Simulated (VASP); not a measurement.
```yaml
crystal:
  lattice:
    - [1.34977, -2.34836, 0.00000]
    - [1.34977, 2.34836, 0.00000]
    - [0.00000, 0.00000, 4.44950]
  atoms:
    - { symbol: Re, position: [0.33333, 0.66667, 0.25000] }
    - { symbol: Re, position: [0.68292, 0.34958, 0.75000] }
```

Method: PBE GGA, VASP's PBE PAW potentials (set 64) (plane waves; VASP). Run with 800 eV cut-off, 14×14×8 Γ-centred mesh, first-order Methfessel-Paxton smearing of 0.10 eV, potentials Re.

Unless said otherwise, spin-orbit coupling is left out, though it shifts the bands of the heavy elements here.

Question: Predict the energy per atom (σ→0), pressure, largest force, band gap (on the k-mesh) with the smallest direct gap where there is one.

Answer: 
The band gap (on the k-mesh) is none (metal, semimetal or under 0.01 eV) and the energy per atom (σ→0) is -12.361 eV/atom. The pressure is 24.57 GPa and the largest force is 0.247 eV/Å.

The absolute energy has meaning only against runs of the same code, potentials and settings.

The compound is Re in the hcp structure. The cell was not relaxed at this level, atoms are displaced from their ideal sites. The run is one of a series of settings (ENCUT = 800 against the base run), some of them coarse on purpose.
